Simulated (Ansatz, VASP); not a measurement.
One calculation of SiP7, two programs

```xyz
8
Lattice="3.4256 1.9778 2.8719 -3.4256 1.9778 2.8719 0.0000 -3.9556 2.8719" Properties=species:S:1:pos:R:3 pbc="T T T"
Si    0.0000    0.0000    0.1774
P     1.7034   -0.9835    3.0060
P     0.0000    0.0000    4.7070
P    -1.7034   -0.9835    3.0060
P     0.0000    1.9669    3.0060
P    -1.6809    0.9705    1.8191
P     1.6809    0.9705    1.8191
P     0.0000   -1.9410    1.8191
```

Alike in both runs: functional PBE; k mesh 6 × 6 × 6; occupations gaussian, width 0.1 eV; no spin polarisation.

Ansatz relaxed the structure, and its values are those at the end. VASP's run is a single point on that final structure, the one shown.

|  | VASP | Ansatz |
| --- | --- | --- |
| version | VASP 6.6.1 | Ansatz 0.2.0 |
| potentials or method | VASP PAW PBE potentials, release 64 (Si, P) | scalar-relativistic, plane waves, PAW |
| plane-wave cutoff (eV) | 520 | 420 |
| valence electrons in the cell | 39 | 39 |

```tsv
	VASP	Ansatz	Ansatz less VASP
gap on the k mesh at the Fermi level (eV)	none	none	-
pressure (GPa)	5.7	5.9	+0.28
rms of the force components (eV/Å)	0.022	0.001	-0.0208
```

A gap of «none» marks a metal or a gap that the smearing closes.
